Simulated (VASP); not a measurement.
```xyz
1
Lattice="0.0000 2.0008 2.0008 2.0008 0.0000 2.0008 2.0008 2.0008 0.0000" Properties=species:S:1:pos:R:3 pbc="T T T"
Al     0.0000     2.0008     2.0008
```

The numbers are results of SCAN meta-GGA, VASP's PBE PAW potentials (set 64) (plane waves; VASP), not measurements. Numerical set-up: 520 eV cut-off, 17×17×17 Γ-centred mesh, tetrahedra with Blöchl corrections, potentials Al.

Predict the energy per atom (σ→0), band gap (over mesh and band path) with the smallest direct gap where there is one.

| Quantity | Value |
|---|---|
| band gap (over mesh and band path) | none (metal, semimetal or under 0.01 eV) |
| energy per atom (σ→0) | -7744 meV/atom |

Total energies compare only between runs with the same potentials, cut-off and functional.

The compound is Al in the fcc structure. It was relaxed first.
